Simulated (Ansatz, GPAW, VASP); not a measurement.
## CrO2 (P4_2/mnm, 6 atoms in the cell) computed with different codes at matched settings

Self-consistent single point.

```
CrO2
1.0
    4.45152     0.00000     0.00000
    0.00000     4.45152     0.00000
    0.00000     0.00000     2.94186
Cr O
2 4
Direct
  0.00000   0.00000   0.50000
  0.50000   0.50000   0.00000
  0.19726   0.19726   0.00000
  0.80274   0.80274   0.00000
  0.30274   0.69726   0.50000
  0.69726   0.30274   0.50000
```
Moments meant for the start (each program seeds them in its own way; μB, in the order of the atoms Cr Cr O O O O): 3.0 3.0 0.0 0.0 0.0 0.0.

Shared settings, as Ansatz (an electronic-structure program) writes them: kpoints.mp_grid.grid = 5 5 7; scf.occupations.method = fermi_dirac; scf.occupations.width = 0.0073 Ry. Potentials and cutoffs stand in the table.

```tsv
code	model	pressure (GPa)	largest force (eV/Å)	size of the net moment (μB/atom)	cutoff
GPAW	LDA (Perdew-Wang 92), GPAW PAW datasets LDA (gpaw-data 1.0.1)	–	0.242	0.67	950 eV
VASP	LDA (PZ), VASP's LDA PAW potentials (set 64)	-25.03	0.248	0.67	400 eV
Ansatz	LDA (PW92), PAW files made with PBE	-19.37	0.261	0.67	30.9 Ry
```

A dash marks a value that a program does not give, or that is left out as unsure.

On Ansatz's run: the magnetic order is the one reached from the typed start; others were not searched systematically.

The spread over the programs that give each value: pressure within 5.66 GPa; largest force within 0.019 eV/Å; size of the net moment within 0.00 μB/atom.

Ansatz's pressure is given at a fixed set of plane waves, as the other plane-wave codes print theirs; with its correction for the finite basis it is -18.63 GPa (the shift of 0.74 GPa shows how far the cutoff is from converged). The pressure of GPAW is left out: its cutoff lies under the one at which its stress was checked. The same LDA comes in different parametrisations, which differ slightly.

VASP's run is marked for a possible Pulay error in its stress at this cutoff; no cutoff test was made.

The starting cell comes from a database of computed structures (which also holds hypothetical and non-ambient phases and stackings), without a prior relaxation at this level. Its lattice was rescaled by a random factor within 2.5 % of one.

Left out of this page: FLEUR and SIESTA (not drawn, or without a comparable value).

Keys are those of Ansatz 0.2.
